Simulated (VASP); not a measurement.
All values below come from r2SCAN meta-GGA, VASP's PBE PAW potentials (set 64) (plane waves; VASP).

VASP ran on this input.

File KPOINTS:
```
Automatic mesh
0
Gamma
15 15 15
0 0 0
```

POSCAR:
```
Mo
1
   -1.5750000000     1.5750000000     1.5750000000
    1.5750000000    -1.5750000000     1.5750000000
    1.5750000000     1.5750000000    -1.5750000000
Mo
1
Direct
  0.0000000000   0.0000000000   0.0000000000
```

### INCAR
```
EDIFF  =  1E-6   ! SCF stop (eV)
EDIFFG  =  -0.01
ALGO  =  Normal
NELM  =  100   ! most electronic steps
LMIXTAU  =  .True.
ENCUT  =  400   ! plane-wave cut-off (eV)
PREC  =  Accurate
NSW  =  60   ! most ionic steps
LCHARG  =  .False.
ISMEAR  =  1   ! Methfessel-Paxton
SIGMA  =  0.1
IBRION  =  2   ! conjugate gradients
LASPH  =  .True.
SYSTEM  =  Mo
METAGGA  =  R2SCAN
ISIF  =  3   ! ions, shape and volume
LREAL  =  .False.   ! projection in real space or not
LWAVE  =  .False.
LMAXMIX  =  4   ! l cut-off of mixed one-centre charges
```

POTCAR, in this order: Mo_sv (PBE.64 set). Program: vasp_std.

Output

File OSZICAR:
```
       N       E                     dE             d eps       ncg     rms          rms(c)
DAV:   1     0.555557153547E+02    0.55556E+02   -0.73752E+03  2664   0.110E+03
DAV:   2    -0.313089285458E+02   -0.86865E+02   -0.83881E+02  2853   0.312E+02
DAV:   3    -0.324015767578E+02   -0.10926E+01   -0.10850E+01  3079   0.350E+01
DAV:   4    -0.324044524246E+02   -0.28757E-02   -0.28753E-02  2873   0.209E+00
DAV:   5    -0.324044661645E+02   -0.13740E-04   -0.13741E-04  3086   0.142E-01    0.181E+01
DAV:   6    -0.252916900055E+02    0.71128E+01   -0.41774E+00  2796   0.268E+01    0.197E+00
DAV:   7    -0.261074851105E+02   -0.81580E+00   -0.20543E-01  2733   0.547E+00    0.171E+00
DAV:   8    -0.255634247656E+02    0.54406E+00   -0.73253E-01  2961   0.976E+00    0.302E+00
DAV:   9    -0.259922495069E+02   -0.42882E+00   -0.23140E-01  2838   0.465E+00    0.116E+00
DAV:  10    -0.260753322378E+02   -0.83083E-01   -0.15361E-02  2832   0.144E+00    0.461E-01
DAV:  11    -0.260774480944E+02   -0.21159E-02   -0.28434E-03  2922   0.663E-01    0.520E-02
DAV:  12    -0.260773293946E+02    0.11870E-03   -0.14589E-04  2802   0.159E-01    0.258E-02
DAV:  13    -0.260773512343E+02   -0.21840E-04   -0.55365E-05  2733   0.107E-01    0.145E-02
DAV:  14    -0.260773718260E+02   -0.20592E-04   -0.33674E-05  2823   0.781E-02    0.568E-03
DAV:  15    -0.260773747502E+02   -0.29243E-05   -0.23407E-06  2804   0.220E-02    0.189E-03
DAV:  16    -0.260773784853E+02   -0.37350E-05   -0.50767E-07  1440   0.761E-03    0.101E-03
DAV:  17    -0.260773783809E+02    0.10436E-06   -0.97578E-08  1353   0.341E-03
   1 F= -.26077378E+02 E0= -.26077165E+02  d E =-.260774E+02
       N       E                     dE             d eps       ncg     rms          rms(c)
DAV:   1    -0.260945912247E+02   -0.17213E-01   -0.47715E-01  2757   0.100E+01    0.138E+00
DAV:   2    -0.260769666282E+02    0.17625E-01   -0.34443E-02  2733   0.236E+00    0.270E-01
DAV:   3    -0.260761220954E+02    0.84453E-03   -0.67061E-03  2814   0.103E+00    0.186E-01
DAV:   4    -0.260741334928E+02    0.19886E-02   -0.19337E-03  2721   0.539E-01    0.563E-02
DAV:   5    -0.260765665375E+02   -0.24330E-02   -0.10636E-03  2694   0.409E-01    0.616E-03
DAV:   6    -0.260766236900E+02   -0.57153E-04   -0.11362E-05  2844   0.437E-02    0.490E-03
DAV:   7    -0.260766215297E+02    0.21602E-05   -0.50124E-06  2730   0.292E-02    0.296E-03
DAV:   8    -0.260766303646E+02   -0.88349E-05   -0.18207E-06  2430   0.193E-02    0.808E-04
DAV:   9    -0.260766321941E+02   -0.18295E-05   -0.10449E-07  1332   0.468E-03    0.167E-04
DAV:  10    -0.260766320888E+02    0.10538E-06   -0.52353E-09  1323   0.970E-04
   2 F= -.26076632E+02 E0= -.26076404E+02  d E =0.746292E-03
       N       E                     dE             d eps       ncg     rms          rms(c)
DAV:   1    -0.260874591633E+02   -0.10827E-01   -0.26519E-01  2748   0.746E+00    0.108E+00
DAV:   2    -0.260776024233E+02    0.98567E-02   -0.18553E-02  2724   0.175E+00    0.200E-01
DAV:   3    -0.260772239099E+02    0.37851E-03   -0.38259E-03  2817   0.783E-01    0.155E-01
DAV:   4    -0.260761065524E+02    0.11174E-02   -0.98391E-04  2721   0.384E-01    0.508E-02
DAV:   5    -0.260774751995E+02   -0.13686E-02   -0.49115E-04  2697   0.277E-01    0.343E-03
DAV:   6    -0.260774733105E+02    0.18889E-05   -0.62177E-06  2850   0.328E-02    0.413E-03
DAV:   7    -0.260774756386E+02   -0.23280E-05   -0.29392E-06  2748   0.227E-02    0.190E-03
DAV:   8    -0.260774757467E+02   -0.10818E-06   -0.62902E-07  1428   0.113E-02
   3 F= -.26077476E+02 E0= -.26077259E+02  d E =-.973658E-04
```

File OUTCAR:
```
------------------------ aborting loop because EDIFF is reached ----------------------------------------
  FORCE on cell =-STRESS in cart. coord.  units (eV):
  Direction    XX          YY          ZZ          XY          YZ          ZX
  --------------------------------------------------------------------------------------
  Total        0.0018567      0.0018567      0.0018567     -0.0000000     -0.0000000     -0.0000000
  in kB        0.1898499      0.1898499      0.1898499     -0.0000000     -0.0000000     -0.0000000
  external PRESSURE =       0.1898499 kB  Pullay stress =       0.0000000 kB
  volume of cell :       15.67
      direct lattice vectors                 reciprocal lattice vectors
    -1.576385723  1.576385723  1.576385723     0.000000000  0.317181254  0.317181254
     1.576385723 -1.576385723  1.576385723     0.317181254  0.000000000  0.317181254
     1.576385723  1.576385723 -1.576385723     0.317181254  0.317181254  0.000000000
 POSITION                                       TOTAL-FORCE (eV/Angst)
 -----------------------------------------------------------------------------------
      0.00000     -0.00000      0.00000         0.000000      0.000000     -0.000000
 -----------------------------------------------------------------------------------
    total drift:                                0.000000     -0.000000      0.000000
  FREE ENERGIE OF THE ION-ELECTRON SYSTEM (eV)
  ---------------------------------------------------
  free  energy   TOTEN  =       -26.0774757467 eV

  energy  without entropy=      -26.0768259769  energy(sigma->0) =      -26.07725916

 reached required accuracy - stopping structural energy minimisation
```
(Selected blocks of OUTCAR.)

### CONTCAR
```
Mo
   1.00000000000000
    -1.5763857228820635    1.5763857228820635    1.5763857228820635
     1.5763857228820635   -1.5763857228820635    1.5763857228820635
     1.5763857228820635    1.5763857228820635   -1.5763857228820635
  Mo
     1
Direct
     0.0000000000000000    0.0000000000000000    0.0000000000000000
```

The compound is Mo in the bcc structure. This run relaxes it. Symmetry was kept, so distortions that lower it aren't found.
